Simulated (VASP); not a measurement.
Given:

```
TiN
1.0
    0.00000     2.07290     2.07290
    2.07290     0.00000     2.07290
    2.07290     2.07290     0.00000
Ti N
1 1
Direct
  0.00000   0.00000   0.00000
  0.50000   0.50000   0.50000
```

Method: r2SCAN+rVV10, VASP's PBE PAW potentials (set 64) (plane waves; VASP). Numerical set-up: 520 eV cut-off, 15×15×15 Γ-centred mesh, first-order Methfessel-Paxton smearing of 0.10 eV, potentials Ti_sv N.

Question: Estimate the energy per atom (σ→0), pressure, band gap (on the k-mesh) with the smallest direct gap where there is one.

Answer: 
```json
{
  "band gap (on the k-mesh)": "none (metal, semimetal or under 0.01 eV)",
  "energy per atom (σ→0)": "-12.809 eV/atom",
  "pressure": "210.1 kbar"
}
```

The compound is TiN in the rock salt structure. This cell is one point of a volume scan, at 0.94 of the reference volume. The electron count is odd and the run is not spin-polarised, which forces a metal.
